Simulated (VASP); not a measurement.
OSZICAR of a VASP run on Ge2Mo (relaxed from the fluorite structure, space group Fm-3m):

**OSZICAR**
```
       N       E                     dE             d eps       ncg     rms          rms(c)
DAV:   1     0.301217887729E+03    0.30122E+03   -0.19719E+04  1698   0.382E+03
DAV:   2    -0.192541866774E+02   -0.32047E+03   -0.31639E+03  1458   0.667E+02
DAV:   3    -0.595862328216E+02   -0.40332E+02   -0.39714E+02  1753   0.177E+02
DAV:   4    -0.608719852353E+02   -0.12858E+01   -0.12820E+01  1705   0.336E+01
DAV:   5    -0.608968999585E+02   -0.24915E-01   -0.24905E-01  1745   0.530E+00    0.165E+01
DAV:   6    -0.521756040556E+02    0.87213E+01   -0.56389E+00  1552   0.200E+01    0.293E+00
DAV:   7    -0.519868636240E+02    0.18874E+00   -0.20649E+00  1669   0.685E+00    0.304E+00
DAV:   8    -0.521005981591E+02   -0.11373E+00   -0.32843E-01  1659   0.333E+00    0.136E+00
DAV:   9    -0.521125532393E+02   -0.11955E-01   -0.16417E-01  1538   0.239E+00    0.462E-01
DAV:  10    -0.521632993466E+02   -0.50746E-01   -0.43987E-02  1535   0.112E+00    0.198E-01
DAV:  11    -0.521654245890E+02   -0.21252E-02   -0.13214E-03  1696   0.293E-01    0.166E-01
DAV:  12    -0.521675880599E+02   -0.21635E-02   -0.16517E-03  1541   0.243E-01    0.240E-02
DAV:  13    -0.521677391223E+02   -0.15106E-03   -0.23873E-04  1480   0.136E-01    0.689E-03
DAV:  14    -0.521677149615E+02    0.24161E-04   -0.14961E-04  1547   0.942E-02    0.138E-02
DAV:  15    -0.521677873819E+02   -0.72420E-04   -0.20456E-05  1556   0.322E-02    0.458E-03
DAV:  16    -0.521677900849E+02   -0.27030E-05   -0.61570E-06  1309   0.135E-02    0.161E-03
DAV:  17    -0.521677980216E+02   -0.79366E-05   -0.63553E-07   781   0.847E-03    0.407E-04
DAV:  18    -0.521677965204E+02    0.15012E-05   -0.11326E-07   736   0.381E-03    0.457E-04
DAV:  19    -0.521677971027E+02   -0.58234E-06   -0.38487E-08   730   0.237E-03
   1 F= -.52167797E+02 E0= -.52168524E+02  d E =-.521678E+02
       N       E                     dE             d eps       ncg     rms          rms(c)
DAV:   1    -0.527038035996E+02   -0.53601E+00   -0.10096E+01  1777   0.465E+01    0.548E+00
DAV:   2    -0.523003184258E+02    0.40349E+00   -0.31185E+00  1597   0.116E+01    0.202E+00
DAV:   3    -0.522014992939E+02    0.98819E-01   -0.39376E-01  1914   0.502E+00    0.116E+00
DAV:   4    -0.521649918150E+02    0.36507E-01   -0.76263E-02  1770   0.353E+00    0.311E-01
DAV:   5    -0.521357565300E+02    0.29235E-01   -0.45660E-02  1591   0.201E+00    0.232E-01
DAV:   6    -0.521624087646E+02   -0.26652E-01   -0.42614E-02  1530   0.114E+00    0.105E-01
DAV:   7    -0.521655264815E+02   -0.31177E-02   -0.19654E-03  1484   0.304E-01    0.569E-02
DAV:   8    -0.521659360014E+02   -0.40952E-03   -0.27981E-04  1594   0.881E-02    0.278E-02
DAV:   9    -0.521660040026E+02   -0.68001E-04   -0.88261E-05  1575   0.496E-02    0.560E-03
DAV:  10    -0.521660211362E+02   -0.17134E-04   -0.14484E-05  1537   0.269E-02    0.637E-03
DAV:  11    -0.521660206736E+02    0.46265E-06   -0.65998E-06  1591   0.172E-02
   2 F= -.52166021E+02 E0= -.52166758E+02  d E =0.177643E-02
       N       E                     dE             d eps       ncg     rms          rms(c)
DAV:   1    -0.523303226965E+02   -0.16430E+00   -0.28902E+00  1777   0.235E+01    0.321E+00
DAV:   2    -0.522076971271E+02    0.12263E+00   -0.74531E-01  1633   0.636E+00    0.112E+00
DAV:   3    -0.521830684460E+02    0.24629E-01   -0.92603E-02  1910   0.270E+00    0.623E-01
DAV:   4    -0.521725197448E+02    0.10549E-01   -0.21173E-02  1803   0.171E+00    0.239E-01
DAV:   5    -0.521712444687E+02    0.12753E-02   -0.35349E-03  1543   0.608E-01    0.880E-02
DAV:   6    -0.521714647359E+02   -0.22027E-03   -0.44423E-03  1522   0.331E-01    0.537E-02
DAV:   7    -0.521724494972E+02   -0.98476E-03   -0.73873E-04  1524   0.169E-01    0.245E-02
DAV:   8    -0.521724749577E+02   -0.25460E-04   -0.92273E-05  1712   0.681E-02    0.680E-03
DAV:   9    -0.521724809305E+02   -0.59728E-05   -0.58722E-06  1486   0.186E-02    0.257E-03
DAV:  10    -0.521724731489E+02    0.77816E-05   -0.47505E-06  1273   0.127E-02    0.250E-03
DAV:  11    -0.521724790780E+02   -0.59291E-05   -0.16799E-06   983   0.795E-03    0.741E-04
DAV:  12    -0.521724788243E+02    0.25374E-06   -0.49794E-08   727   0.233E-03
   3 F= -.52172479E+02 E0= -.52173203E+02  d E =-.468172E-02
```

Which electronic solver shows in the log?

It is blocked Davidson (ALGO = Normal, or the opening steps of other solvers). The INCAR had ALGO = Normal.

Can the final energy be trusted as converged?

Self-consistency was reached. It stopped with EDIFF = 1E-6, NELM = 100, NSW = 60 and EDIFFG = -0.02 after 3 ionic steps (r2SCAN meta-GGA, plane waves, VASP's PBE PAW potentials (set 64)).

The structure was generated: Ge2Mo was put into the fluorite type (Fm-3m), which need not be its known phase. This run relaxes it. Symmetry was kept, so distortions that lower it aren't found. The start is the result of an earlier pass.
